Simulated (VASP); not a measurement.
An input for Ansatz (written as the equivalent of a VASP run, and not itself run):

Ansatz 0.2 input:
```yaml
crystal:
  lattice:
    - [0.0000000, 2.5717731, 2.5717731]
    - [2.5717731, 0.0000000, 2.5717731]
    - [2.5717731, 2.5717731, 0.0000000]
  atoms:
    - { symbol: Ca, position: [1.0000000, 0.0000000, 1.0000000] }
    - { symbol: S, position: [0.5000000, 0.5000000, 0.5000000] }
kpoints:
  mp_grid: { grid: [9, 9, 9] }
hamiltonian:
  xc: pbesol
  pseudopotentials: { kind: paw }
scf:
  occupations: { method: gaussian, width: 0.05 }
  max_iter: 100
relax:
  max_steps: 40
  f_tol: 0.02
  cell: { p_target: 30 }
output: { forces: true, stress: true, eigenvalues: true }
```

**Question.** Write the VASP files for the same calculation (PBEsol).

**Answer.** One answer among several that fit: 
### POSCAR
```
CaS
1.0
  0.0000000000   2.5717731176   2.5717731176
  2.5717731176   0.0000000000   2.5717731176
  2.5717731176   2.5717731176   0.0000000000
Ca S
1 1
Cart
  2.5717731176   5.1435462352   2.5717731176
  2.5717731176   2.5717731176   2.5717731176
```

KPOINTS:
```
Automatic mesh
0
Gamma
9 9 9
0 0 0
```

### INCAR
```
! general
SYSTEM =CaS
PREC   =Accurate
ENCUT  =500
LREAL  =F
LASPH  =T

! electronic loop
EDIFF  =1E-6
NELM   =100
ALGO   =Normal

! smearing
ISMEAR =0
SIGMA  =0.05

! functional
GGA    =PS

! ions
IBRION =2
NSW    =40
ISIF   =3
EDIFFG =-0.02
PSTRESS=300

! output
LWAVE  =F
LCHARG =F
```

POTCAR, in this order: Ca_sv S (PBE.64 set). Program: vasp_std.

Limits of the translation: each code has its own PAW files, so the cut-off isn't converted (ENCUT is set for VASP's; basis.ecutwfc is left out, and Ansatz then takes the one that its files recommend); Ansatz stops its SCF on the density residual and VASP on the energy change (EDIFF).

The structure was generated: CaS was put into the rock salt type (Fm-3m), which need not be its known phase. It was relaxed first under an external pressure of 30 GPa.
